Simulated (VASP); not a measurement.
Runs of VASP 6.6.1 on BAs. Symmetry: F-43m, No. 216, cubic system. The conventional cell has a = 4.741 Å, b = 4.741 Å, c = 4.741 Å, α = 90.00°, β = 90.00°, γ = 90.00°. B (site symmetry -43m) has 4 As at 2.05 Å as nearest neighbours. As (site symmetry -43m) has 4 B at 2.05 Å as nearest neighbours. 

```csv
task,cell,gap on the mesh (eV)
single point,a relaxed cell with its volume scaled by 0.97,1.18
single point,a relaxed cell with its volume scaled by 1.03,(a)
single point,a relaxed cell with its volume scaled by 0.94,1.16
vibrations by finite differences,a relaxed cell with its volume scaled by 1.02,(b)
single point,a relaxed cell with its volume scaled by 1.09,1.26
single point,as given,1.20
single point,a relaxed cell with its volume scaled by 1.06,1.24
vibrations by finite differences,a relaxed cell with its volume scaled by 0.98,1.19
single point,a relaxed cell with its volume scaled by 0.91,1.14
band structure,as given,1.20
Born charges and dielectric tensor,as given,1.20
```

Alike in all rows: level LDA; potentials or basis VASP PAW LDA potentials, release 64 (B, As); no spin polarisation; k mesh 6 × 6 × 6; cutoff (eV) 350; smearing gaussian 0.02 eV.

**Question.** Estimate the missing entries.

**Answer.** (a) 1.23; (b) 1.22.

Caveats: the mesh misses the band edges, which the band path finds closer together (some runs).

A k mesh can miss the band edges, and the runs leave out spin-orbit coupling on As.
